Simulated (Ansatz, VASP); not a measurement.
# Two plane-wave programs on CsBa3

The input INCAR:

```
  ALGO = Normal
  EDIFF = 1E-7
  ENCUT = 520
  GGA = PS
  ISIF = 2
  ISMEAR = -1
  LASPH = T
  LCHARG = F
  LREAL = F
  LWAVE = F
  NBANDS = 28
  NELM = 100
  PREC = Accurate
  SIGMA = 0.15
```

KPOINTS

```
k-points
0
Gamma
  4 4 4
```

The input POSCAR:

```
CsBa3
1.0
    0.0000000000      5.2212840000      5.2212840000
    5.2212840000      0.0000000000      5.2212840000
    5.2212840000      5.2212840000      0.0000000000
Cs Ba
1 3
Direct
    0.0000000000      0.0000000000      0.0000000000
    0.2500000000      0.2500000000      0.2500000000
    0.7500000000      0.7500000000      0.7500000000
    0.5000000000      0.5000000000      0.5000000000
```

Input for Ansatz:

```yaml
crystal:
  lattice:
    - [0.0, 5.221284, 5.221284]
    - [5.221284, 0.0, 5.221284]
    - [5.221284, 5.221284, 0.0]
  atoms:
    - { symbol: Cs, position: [0.0, 0.0, 0.0] }
    - { symbol: Ba, position: [0.25, 0.25, 0.25] }
    - { symbol: Ba, position: [0.75, 0.75, 0.75] }
    - { symbol: Ba, position: [0.5, 0.5, 0.5] }
basis:
  ecutwfc: 503.410645550778
kpoints:
  mp_grid:
    grid: [4, 4, 4]
hamiltonian:
  xc: pbesol
  pseudopotentials:
    kind: paw
scf:
  occupations:
    method: fermi_dirac
    width: 0.15
output:
  stress: true
```

The cell comes from a database or a generator and needn't be the stable form of this composition.

Alike in both runs: task single point; functional PBEsol; k mesh 4 × 4 × 4; occupations fermi-dirac, width 0.15 eV; no spin polarisation.

|  | VASP | Ansatz |
| --- | --- | --- |
| version | VASP 6.6.1 | Ansatz 0.2.0 |
| potentials or method | VASP PAW PBE potentials, release 64 (Cs_sv, Ba_sv) | plane waves, PAW |
| plane-wave cutoff (eV) | 520 | 503 |
| valence electrons in the cell | 39 | 39 |

Ansatz gave:

| Quantity | Value |
| --- | --- |
| pressure (GPa) | -0.5 |

Problem. Which values does VASP return?

Solution. Pressure (GPa): -0.4.

The functional is the same, so the differences come from potentials, cutoffs and numerics.

Caveats: the PAW data sets were made with another functional, which shifts forces and pressure a little (VASP). Spin-orbit coupling is left out, which matters for the levels of Ba, Cs.
